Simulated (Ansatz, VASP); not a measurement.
Two plane-wave programs on Li4Os

The input INCAR:

```
PREC     = Accurate       # precision mode
ENCUT    = 600            # plane-wave cutoff, eV
EDIFF    = 1E-7           # SCF threshold, eV
ISMEAR   = 0              # smearing method
SIGMA    = 0.1            # smearing width, eV
LREAL    = F              # projectors in reciprocal space
LASPH    = T              # aspherical terms in the spheres
NELM     = 100            # most SCF steps
ALGO     = Normal         # electronic algorithm
ISIF     = 3              # what is computed and relaxed
LWAVE    = F              # write WAVECAR
LCHARG   = F              # write CHGCAR
GGA      = PE             # functional
IBRION   = 2              # ionic algorithm
NSW      = 100            # ionic steps
EDIFFG   = -0.01          # ionic threshold
```

The input KPOINTS:

```
regular mesh
0
Gamma
  6 6 14
```

File POSCAR:

```
Li4Os
1.0
    7.2149363324      0.0000000000      0.0000000000
    0.0000000000      7.2149363324      0.0000000000
    0.0000000000      0.0000000000      2.5092612844
Li Os
8 2
Direct
    0.6546555351      0.8453444649      0.2955711715
    0.8453444649      0.3453444649      0.2955711715
    0.1546555351      0.3453444649      0.7044288285
    0.8453444649      0.6546555351      0.7044288285
    0.6546555351      0.1546555351      0.7044288285
    0.3453444649      0.8453444649      0.7044288285
    0.3453444649      0.1546555351      0.2955711715
    0.1546555351      0.6546555351      0.2955711715
    0.5000000000      0.5000000000      0.0000000000
    0.0000000000      0.0000000000      0.0000000000
```

Input for Ansatz:

```yaml
crystal:
  lattice:
    - [7.2149363324, 0.0, 0.0]
    - [0.0, 7.2149363324, 0.0]
    - [0.0, 0.0, 2.5092612844]
  atoms:
    - { symbol: Li, position: [0.6546555351, 0.8453444649, 0.2955711715] }
    - { symbol: Li, position: [0.8453444649, 0.3453444649, 0.2955711715] }
    - { symbol: Li, position: [0.1546555351, 0.3453444649, 0.7044288285] }
    - { symbol: Li, position: [0.8453444649, 0.6546555351, 0.7044288285] }
    - { symbol: Li, position: [0.6546555351, 0.1546555351, 0.7044288285] }
    - { symbol: Li, position: [0.3453444649, 0.8453444649, 0.7044288285] }
    - { symbol: Li, position: [0.3453444649, 0.1546555351, 0.2955711715] }
    - { symbol: Li, position: [0.1546555351, 0.6546555351, 0.2955711715] }
    - { symbol: Os, position: [0.5, 0.5, 0.0] }
    - { symbol: Os, position: [0.0, 0.0, 0.0] }
basis:
  ecutwfc: 420
kpoints:
  mp_grid: { grid: [6, 6, 14] }
hamiltonian:
  xc: pbe
scf:
  occupations: { method: gaussian, width: 0.1 }
output:
  forces: true
  stress: true
  eigenvalues: true
relax:
  adjacent_minimum: "off"
  f_tol: 0.01
  max_steps: 80
  cell: { stress_tol: 0.05 }
```

Change from the starting cell: species swapped into the PtPb4 type (P4/nbm, No. 125).

Alike in both runs: task relaxation of cell and atoms; functional PBE; k mesh 6 × 6 × 14; occupations gaussian, width 0.1 eV; no spin polarisation.

|  | VASP | Ansatz |
| --- | --- | --- |
| version | VASP 6.6.1 | Ansatz 0.2.0 |
| potentials or method | VASP PAW PBE potentials, release 64 (Li_sv, Os) | scalar-relativistic, plane waves, PAW |
| plane-wave cutoff (eV) | 600 | 420 |
| valence electrons in the cell | 40 | 56 |

Ansatz gave:

* gap on the k mesh at the Fermi level, each at its own relaxed structure (eV): none
* relaxed volume (Å³/atom): 13.07
* relaxed cell length with the largest relative difference (Å): 7.198

Q: Estimate VASP's values.

A: gap on the k mesh at the Fermi level, each at its own relaxed structure (eV): none; relaxed volume (Å³/atom): 13.01; relaxed cell length with the largest relative difference (Å): 7.183.

A gap of «none» marks a metal or a gap that the smearing closes. The two sets of potentials don't hold the same shells in valence.

Caveats: the cutoff is under 1.25 times the usual one of these potentials, so pressure, stress and relaxed cells hold a basis-set (Pulay) error (VASP). The runs have no spin-orbit coupling, so splittings on Os are missing.
